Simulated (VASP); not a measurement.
Input:

```
FeO
1.0
    2.61111     0.00000     0.00000
    0.00000     2.61111     0.00000
    0.00000     0.00000     2.61111
Fe O
1 1
Direct
  0.00000   0.00000   0.00000
  0.50000   0.50000   0.50000
```
Starting moments (μB, in the order of the record's atoms Fe O): 3.5 0.4.

Level of theory: PBEsol GGA, VASP's PBE PAW potentials (set 64) (plane waves; VASP). Numerical set-up: 520 eV cut-off, 16×16×16 Γ-centred mesh, tetrahedra with Blöchl corrections, potentials Fe O.

The moments were started parallel, and other spin orders were not tried in this run.

Estimate the cell moment, energy per atom (σ→0), band gap (on the k-mesh) with the smallest direct gap where there is one.

```json
{
  "band gap (on the k-mesh)": "none (metal, semimetal or under 0.01 eV)",
  "cell_moment": "4.00 μB",
  "energy per atom (σ→0)": "-7.666 eV/atom"
}
```

Give the moment on each site (PAW-sphere projection).

```csv
site,moment (μB)
Fe1,3.52
O2,0.38
```

Total energies compare only between runs with the same potentials, cut-off and functional.

The structure was generated: FeO was put into the CsCl type type (Pm-3m), which need not be its known phase. It was relaxed first.
